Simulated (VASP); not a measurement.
# LiYHg (P4/mmm) in VASP: further runs, part 2 of 2

VASP 6.6.1. Earlier steps stand in the parts before.

## 3. Relaxation of cell and atoms, PBE

INCAR

```
  PREC = Accurate
  ENCUT = 600
  EDIFF = 1E-6
  ISMEAR = -1
  SIGMA = 0.05
  LREAL = False
  LASPH = True
  NELM = 100
  ALGO = Fast
  ISIF = 3
  LWAVE = False
  LCHARG = False
  GGA = PE
  IBRION = 2
  NSW = 60
  EDIFFG = -0.005
```

KPOINTS

```
Automatic mesh
0
Gamma
  6 6 5
```

POSCAR

```
LiYHg
1.0
    4.2179400000      0.0000000000      0.0000000000
    0.0000000000      4.2179400000      0.0000000000
    0.0000000000      0.0000000000      5.2510900000
Li Y Hg
1 1 1
Direct
    0.5000000000      0.5000000000      0.5000000000
    0.0000000000      0.0000000000      0.0000000000
    0.5000000000      0.5000000000      0.0000000000
```

Potentials or basis: VASP PAW PBE potentials, release 64 (Li_GW, Y_sv_GW, Hg_sv_GW).

Launch:

```sh
$ cat potpaw_PBE.64/Li_GW/POTCAR potpaw_PBE.64/Y_sv_GW/POTCAR potpaw_PBE.64/Hg_sv_GW/POTCAR > POTCAR
$ mpirun -np 1 vasp_std > vasp.out
```

OUTCAR:

```text
PREC = Accurate
   ENCUT = 600
   EDIFF = 1E-6
   ISMEAR = -1
   LREAL = False
   LASPH = True
   NELM = 100
   ISIF = 3
   GGA = PE
   IBRION = 2
   NSW = 60
   EDIFFG = -0.005

 ion  position               nearest neighbor table
   1  0.500  0.500  0.500-   3 2.63   3 2.63
   2  0.000  0.000  0.000-   3 2.98   3 2.98   3 2.98   3 2.98
   3  0.500  0.500  0.000-   1 2.63   1 2.63   2 2.98   2 2.98   2 2.98   2 2.98

  LATTYP: Found a simple tetragonal cell.
 ALAT       =     4.2179400000
 C/A-ratio  =     1.2449418436

  Lattice vectors:

 A1 = (   4.2179400000,   0.0000000000,   0.0000000000)
 A2 = (   0.0000000000,   4.2179400000,   0.0000000000)
 A3 = (   0.0000000000,   0.0000000000,   5.2510900000)

Analysis of symmetry for initial positions (statically):
=====================================================================
 Subroutine PRICEL returns:
 Original cell was already a primitive cell.

 Routine SETGRP: Setting up the symmetry group for a
 simple tetragonal supercell.

 Subroutine GETGRP returns: Found 16 space group operations
 (whereof 16 operations were pure point group operations)
 out of a pool of 16 trial point group operations.

The static configuration has the point symmetry D_4h.

Analysis of symmetry for dynamics (positions and initial velocities):
=====================================================================
 Subroutine PRICEL returns:
 Original cell was already a primitive cell.

 Routine SETGRP: Setting up the symmetry group for a
 simple tetragonal supercell.

 Subroutine GETGRP returns: Found 16 space group operations
 (whereof 16 operations were pure point group operations)
 out of a pool of 16 trial point group operations.

The dynamic configuration has the point symmetry D_4h.

 Subroutine INISYM returns: Found 16 space group operations
 (whereof 16 operations are pure point group operations),
[... 121 lines left out ...]
  Thomas-Fermi vector in A             =   2.282135
   LORBIT       =      0    0 simple, 1 ext, 2 COOP (PROOUT), +10 PAW based schemes
   GGA     = PE    functional components
   LHFCALC =     F    Hartree Fock is set to
   AEXX    =    0.0000 exact exchange contribution
   IVDW    =     0    specifies the selected vdW correction
   LEPSILON=     F    determine dielectric tensor
   LRPA    =     F    only Hartree local field effects (RPA)
 conjugate gradient relaxation of ions
 non-spin polarized calculation
 RMM-DIIS sequential band-by-band and
  energy-cutoff  :      600.00
  volume of cell :       93.42
 maximum number of plane-waves:      3147
 NGX is ok and might be reduce to    36
   NGX = 17   NGY = 17   NGZ = 21

--------------------------------------- Ionic step        1  -------------------------------------------

 number of electron      32.0000010 magnetization

 Free energy of the ion-electron system (eV)
  ---------------------------------------------------
  ext. energy  EPLUGINS =         0.00000000
  ---------------------------------------------------
  free energy    TOTEN  =       -10.68536521 eV

  energy without entropy =      -10.65972463  energy(sigma->0) =      -10.67254492

------------------------ aborting loop because EDIFF is reached ----------------------------------------

  FORCE on cell =-STRESS in cart. coord.  units (eV):
  Direction    XX          YY          ZZ          XY          YZ          ZX
  --------------------------------------------------------------------------------------
  -------------------------------------------------------------------------------------
  Total       -0.2122441     -0.2122441      0.1535240      0.0000000      0.0000000     -0.0000000
  in kB       -3.6399541     -3.6399541      2.6329132      0.0000000      0.0000000     -0.0000000
  external PRESSURE =      -1.5489984 kB  Pullay stress =       0.0000000 kB
[... 172 lines left out ...]
--------------------------------------- Ionic step        6  -------------------------------------------

 number of electron      32.0000009 magnetization

 Free energy of the ion-electron system (eV)
  ---------------------------------------------------
  ext. energy  EPLUGINS =         0.00000000
  ---------------------------------------------------
  free energy    TOTEN  =       -10.68635867 eV

  energy without entropy =      -10.66099466  energy(sigma->0) =      -10.67367666

 E-fermi :   3.0966     XC(G=0):  -8.3476

 val. band max:        3.0881466267   @ k =   0.5000   0.0000   0.2000
 cond. band min:       3.0989917635   @ k =   0.5000   0.1667   0.2000
 fundamental gap:      0.0108451368
 Fermi energy:         3.0966167530

 k-point     1 :       0.0000    0.0000    0.0000
  band No.  band energies     occupation
      1    -112.8428      2.00000
      2     -61.1694      2.00000
      3     -61.1694      2.00000
      4     -61.0772      2.00000
      5     -40.6489      2.00000
      6     -20.7045      2.00000
[... 541 lines left out ...]
     19       5.0098      0.00000
     20       5.1681      0.00000

 [... further k-points ...]
[... 5 lines left out ...]
  --------------------------------------------------------------------------------------
  -------------------------------------------------------------------------------------
  Total       -0.0033610     -0.0033610      0.0001841      0.0000000      0.0000000      0.0000000
  in kB       -0.0578734     -0.0578734      0.0031693      0.0000000      0.0000000      0.0000000
  external PRESSURE =      -0.0375258 kB  Pullay stress =       0.0000000 kB
[... 18 lines left out ...]
  FREE ENERGIE OF THE ION-ELECTRON SYSTEM (eV)
  ---------------------------------------------------
  free  energy   TOTEN  =       -10.6863586661 eV

  energy  without entropy=      -10.6609946587  energy(sigma->0) =      -10.67367666

 reached required accuracy - stopping structural energy minimisation
```

Wall time 4.2 min (1 thread of AMD EPYC 9R45 (Zen 5), shared host); peak memory 0.3 GiB.

What came out:

* Free energy: -10.6864 eV
* Relaxed volume: 31.02 Å³/atom
* Relaxed cell: a = 4.203 Å, b = 4.203 Å, c = 5.266 Å, α = 90.00°, β = 90.00°, γ = 90.00°
* Space group after relaxing (to 0.05 Å): P4/mmm (No. 123)
* Energy gained by relaxing: 0.3 meV/atom
* Ionic steps: 6
* Pressure after relaxing: 0.0 GPa
* Band gap on the k mesh: none (metal or under the smearing width)

Step by step:
| step | energy change (eV) | largest force (eV/Å) | pressure (GPa) | volume (Å³) |
| --- | --- | --- | --- | --- |
| 1 | 0.0000 | 0.0000 | -0.15 | 93.42 |
| 2 | -0.0010 | 0.0000 | -0.03 | 93.01 |
| 3 | -0.0010 | 0.0000 | -0.02 | 92.97 |
| 4 | -0.0009 | 0.0000 | 0.10 | 92.88 |
| 5 | -0.0010 | 0.0000 | 0.03 | 92.96 |
| 6 | -0.0010 | 0.0000 | 0.00 | 93.05 |

Final structure:
```yaml
crystal:
  lattice:
    - [4.20340, 0.00000, 0.00000]
    - [0.00000, 4.20340, 0.00000]
    - [0.00000, 0.00000, 5.26626]
  atoms:
    - { symbol: Li, position: [0.50000, 0.50000, 0.50000] }
    - { symbol: Y, position: [0.00000, 0.00000, 0.00000] }
    - { symbol: Hg, position: [0.50000, 0.50000, 0.00000] }
```

Levels at points of the mesh, in eV from the Fermi level:
| k point | band 13 | band 14 | band 15 | band 16 | band 17 | band 18 | band 19 | band 20 |
| --- | --- | --- | --- | --- | --- | --- | --- | --- |
| (0.00, 0.00, 0.00) | -7.50 | -6.57 | -0.50 | -0.12 | 0.88 | 2.21 | 2.21 | 2.84 |
| (0.50, 0.00, 0.00) | -7.47 | -4.96 | -2.78 | -0.63 | -0.04 | 0.15 | 2.11 | 2.78 |
| (0.50, 0.50, 0.00) | -7.44 | -5.16 | -0.62 | -0.62 | 0.50 | 1.35 | 1.35 | 1.80 |

## 4. Relaxation of cell and atoms, PBE

INCAR is that of step 3.

KPOINTS is that of step 3.

POSCAR is that of step 3.

Potentials or basis: VASP PAW PBE potentials, release 54 (Li_sv, Y_sv, Hg).

Launch:

```sh
$ cat potpaw_PBE.54/Li_sv/POTCAR potpaw_PBE.54/Y_sv/POTCAR potpaw_PBE.54/Hg/POTCAR > POTCAR
$ mpirun -np 1 vasp_std > vasp.out
```

Run time: 4.4 min. Hardware: 1 thread of AMD EPYC 9R45 (Zen 5), shared host; peak memory 0.26 GiB.

It converged, with:

- Free energy: -8.5451 eV
- Relaxed volume: 31.08 Å³/atom
- Relaxed cell: a = 4.207 Å, b = 4.207 Å, c = 5.269 Å, α = 90.00°, β = 90.00°, γ = 90.00°
- Space group after relaxing (to 0.05 Å): P4/mmm (No. 123)
- Energy gained by relaxing: 0.2 meV/atom
- Ionic steps: 7
- Pressure after relaxing: 0.0 GPa
- Band gap on the k mesh: none (metal or under the smearing width)

Step by step:
```tsv
step	energy change (eV)	largest force (eV/Å)	pressure (GPa)	volume (Å³)
1	0.0000	0.0000	-0.17	93.42
2	-0.0006	0.0000	0.09	92.98
3	-0.0006	0.0000	0.04	93.02
4	-0.0006	0.0000	0.05	93.01
5	-0.0006	0.0000	0.04	93.12
6	-0.0006	0.0000	-0.01	93.30
7	-0.0006	0.0000	0.00	93.24
```

Final structure:
```yaml
crystal:
  lattice:
    - [4.20661, 0.00000, 0.00000]
    - [0.00000, 4.20661, 0.00000]
    - [0.00000, 0.00000, 5.26904]
  atoms:
    - { symbol: Li, position: [0.50000, 0.50000, 0.50000] }
    - { symbol: Y, position: [0.00000, 0.00000, 0.00000] }
    - { symbol: Hg, position: [0.50000, 0.50000, 0.00000] }
```

Levels at points of the mesh, in eV from the Fermi level:
```
           k point  band 11  band 12  band 13  band 14  band 15  band 16
(0.00, 0.00, 0.00)    -6.56    -0.50    -0.11     0.87     2.20     2.20
(0.50, 0.00, 0.00)    -4.95    -2.79    -0.62    -0.04     0.15     2.11
(0.50, 0.50, 0.00)    -5.15    -0.62    -0.62     0.49     1.34     1.34
```

Caveat: the cutoff is under 1.25 times the usual one of these potentials, so pressure, stress and relaxed cells hold a basis-set (Pulay) error. The run has no spin-orbit coupling, so splittings on Hg are missing.

## 5. The runs side by side

```csv
potentials or basis,gap on the mesh (eV),pressure (GPa),relaxed volume (Å³/atom)
"VASP PAW PBE potentials, release 64 (Li_sv_GW, Y_sv_GW, Hg_sv_GW)",none,0.0,30.97
"VASP PAW PBE potentials, release 64 (Li_GW, Y_sv_GW, Hg_sv_GW)",none,0.0,31.02
"VASP PAW PBE potentials, release 54 (Li_sv, Y_sv, Hg)",none,0.0,31.08
```

Alike in all rows: task relaxation of cell and atoms; level PBE; no spin polarisation; cell relaxed; k mesh 6 × 6 × 5; cutoff (eV) 600; smearing fermi-dirac 0.05 eV.

Caveats: the cutoff is under 1.25 times the usual one of these potentials, so pressure, stress and relaxed cells hold a basis-set (Pulay) error (some runs).

Total energies depend on the potentials used, so only differences within one code and one set of settings carry meaning.
